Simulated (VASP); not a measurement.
A convergence study with VASP on AlN (zinc blende): one setting is varied, all else stays as given below, so the limit is that of these other settings.

```xyz
2
Lattice="0.0000 2.1900 2.1900 2.1900 0.0000 2.1900 2.1900 2.1900 0.0000" Properties=species:S:1:pos:R:3 pbc="T T T"
Al     0.0000     0.0000     0.0000
N      1.0950     1.0950     1.0950
```

The numbers are results of PBEsol GGA, VASP's PBE PAW potentials (set 64) (plane waves; VASP 6.6.1), not measurements. The tightest run used: 700 eV cut-off, 18×18×18 Γ-centred mesh, Gaussian smearing of 0.010 eV, potentials Al N.

Task: The settings run are 4×4×4 mesh; 6×6×6 mesh; 8×8×8 mesh; 10×10×10 mesh; 12×12×12 mesh; 14×14×14 mesh; 16×16×16 mesh; 18×18×18 mesh. From which on does the mean ε∞ stay within 0.05  of the tightest run?

Result: From 8×8×8 mesh on: it is off by 0.02 there and by no more than 0.05 in any finer run, while 6×6×6 mesh is off by 0.12.
```tsv
setting	mean ε∞	irreducible k-points	difference judged ()
4×4×4 mesh	5.42	8	0.78
6×6×6 mesh	4.76	16	0.12
8×8×8 mesh	4.66	29	0.02
10×10×10 mesh	4.64	47	0.00
12×12×12 mesh	4.64	72	0.00
14×14×14 mesh	4.64	104	0.00
16×16×16 mesh	4.64	145	0.00
18×18×18 mesh	4.64	195	0.00
```

Left out are rungs that failed or repeat a setting and relaxations that didn't move; long series are thinned to 24 rows.

The compound is AlN in the zinc blende structure, a metastable form; wurtzite is the usual one. The cell was not relaxed at this level.
